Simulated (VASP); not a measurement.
Write the native input for VASP 6.6.1 that does the following.

| Item | Value |
| --- | --- |
| Task | relaxation of cell and atoms |
| Functional | PBE |
| Potentials or basis | VASP PAW PBE potentials, release 64 (Hf_pv) |
| Cutoff | 520 eV |
| k mesh | 15 × 15 × 8 |
| Occupations | gaussian, width 0.3 eV |
| Spin | no spin polarisation |
| Further INCAR settings | ALGO = Normal; EDIFF = 1e-07; IBRION = 2; EDIFFG = -0.002; NSW = 80; ISIF = 3 |

The structure of Hf lies in POSCAR:

```
Hf                                      
1.0
    3.2002877072     -0.0000000000     -0.0000000000
   -1.6001438536      2.7715304556     -0.0000000000
   -0.0000000000      0.0000000000      5.0651386460
  Hf            
     2
Direct
     0.3333333300000021    0.6666666699999979    0.2500000000000000
     0.6666666699999979    0.3333333300000021    0.7500000000000000
```

One way to write it, as run:

INCAR

```
SYSTEM = Hf
PREC     = Accurate       ! precision mode
ENCUT    = 520            ! plane-wave cutoff, eV
EDIFF    = 1E-7           ! SCF threshold, eV
ISMEAR   = 0              ! smearing method
SIGMA    = 0.3            ! smearing width, eV
LREAL    = .False.        ! projectors in reciprocal space
LASPH    = .True.         ! aspherical terms in the spheres
NELM     = 60             ! most SCF steps
ALGO     = Normal         ! electronic algorithm
ISIF     = 3              ! what is computed and relaxed
LWAVE    = .False.        ! write WAVECAR
LCHARG   = .False.        ! write CHGCAR
GGA      = PE             ! functional
IBRION   = 2              ! ionic algorithm
NSW      = 80             ! ionic steps
EDIFFG   = -0.002         ! ionic threshold
```

KPOINTS

```
Automatic mesh
0
Gamma
  15 15 8
  0 0 0
```

Potentials or basis: VASP PAW PBE potentials, release 64 (Hf_pv).

Launch:

```sh
$ cat potpaw_PBE.64/Hf_pv/POTCAR > POTCAR
$ mpirun -np 1 vasp_std > vasp.out
```

It gave:

```
Relaxed volume                         : 22.46 Å³/atom
Relaxed cell                           : a = 3.200 Å, b = 3.200 Å, c = 5.066 Å, α = 90.00°, β = 90.00°, γ = 120.00°
Space group after relaxing (to 0.05 Å) : P6_3/mmc (No. 194)
Energy gained by relaxing              : 0.0 meV/atom
Ionic steps                            : 2
Pressure after relaxing                : 0.0 GPa
Band gap on the k mesh                 : none (metal or under the smearing width)
```

It took 45 s on 1 thread of Intel(R) Xeon(R) Platinum 8488C (Sapphire Rapids), with other jobs on the host, peak memory 0.21 GiB.
